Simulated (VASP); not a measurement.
Output of a VASP run:

### OSZICAR
```
       N       E                     dE             d eps       ncg     rms          rms(c)
DAV:   1     0.587909773599E+01    0.58791E+01   -0.31266E+03   464   0.713E+02
DAV:   2    -0.114025547604E+02   -0.17282E+02   -0.16736E+02   712   0.789E+01
DAV:   3    -0.116377171313E+02   -0.23516E+00   -0.23516E+00   592   0.115E+01
DAV:   4    -0.116386573046E+02   -0.94017E-03   -0.94017E-03   752   0.841E-01
DAV:   5    -0.116386579144E+02   -0.60979E-06   -0.60971E-06   624   0.174E-02    0.458E+00
DAV:   6    -0.115103389106E+02    0.12832E+00   -0.75575E-02   552   0.139E+00    0.273E+00
DAV:   7    -0.114492106493E+02    0.61128E-01   -0.13893E-01   560   0.197E+00    0.149E-01
DAV:   8    -0.114497445658E+02   -0.53392E-03   -0.36081E-03   544   0.456E-01    0.668E-02
DAV:   9    -0.114498061633E+02   -0.61598E-04   -0.82317E-05   648   0.741E-02    0.469E-02
DAV:  10    -0.114498164513E+02   -0.10288E-04   -0.94030E-06   576   0.231E-02    0.696E-03
DAV:  11    -0.114498162458E+02    0.20553E-06   -0.19516E-07   720   0.296E-03    0.131E-03
DAV:  12    -0.114498163021E+02   -0.56280E-07   -0.13635E-07   512   0.290E-03
   1 F= -.11449816E+02 E0= -.11449816E+02  d E =-.264894E-12
```

**OUTCAR**
```
------------------------ aborting loop because EDIFF is reached ----------------------------------------
  FORCE on cell =-STRESS in cart. coord.  units (eV):
  Direction    XX          YY          ZZ          XY          YZ          ZX
  --------------------------------------------------------------------------------------
  Total       -1.3030178     -1.3030178     -1.3030178     -0.0000000     -0.0000000     -0.0000000
  in kB      -48.9970022    -48.9970022    -48.9970022     -0.0000000     -0.0000000     -0.0000000
  external PRESSURE =     -48.9970022 kB  Pullay stress =       0.0000000 kB
  volume of cell :       42.61
      direct lattice vectors                 reciprocal lattice vectors
     0.000000000  2.772173952  2.772173952    -0.180363862  0.180363862  0.180363862
     2.772173952  0.000000000  2.772173952     0.180363862 -0.180363862  0.180363862
     2.772173952  2.772173952  0.000000000     0.180363862  0.180363862 -0.180363862
 POSITION                                       TOTAL-FORCE (eV/Angst)
 -----------------------------------------------------------------------------------
      0.00000      0.00000      0.00000         0.000000      0.000000      0.000000
      1.38609      1.38609      1.38609        -0.000000     -0.000000     -0.000000
 -----------------------------------------------------------------------------------
    total drift:                                0.000000      0.000000     -0.000000
  FREE ENERGIE OF THE ION-ELECTRON SYSTEM (eV)
  ---------------------------------------------------
  free  energy   TOTEN  =       -11.4498163021 eV

  energy  without entropy=      -11.4498163021  energy(sigma->0) =      -11.44981630
```
(Selected blocks of OUTCAR.)

POSCAR:
```
Si
1
    0.0000000000     2.7721739524     2.7721739524
    2.7721739524     0.0000000000     2.7721739524
    2.7721739524     2.7721739524     0.0000000000
Si
2
Direct
  0.0000000000   0.0000000000   0.0000000000
  0.2500000000   0.2500000000   0.2500000000
```

Question: Reconstruct the remaining input files.

Answer: This is not unique; one that fits is the input of the run itself, PBEsol GGA, plane waves, VASP's PBE PAW potentials (set 64).

**INCAR**
```
SYSTEM = Si
PREC = Accurate
ENCUT = 480
EDIFF = 1E-7
NELM = 100
ALGO = Normal
LREAL = .FALSE.
LASPH = .TRUE.
ISMEAR = 0
SIGMA = 0.05
GGA = PS
LWAVE = .FALSE.
LCHARG = .FALSE.
ISIF = 2
```

### KPOINTS
```
K-points
0
Gamma
 8 8 8
```

POTCAR, in this order: Si (PBE.64 set). Program: vasp_std.

The compound is Si in the diamond structure. This cell was strained or had an atom moved on purpose.
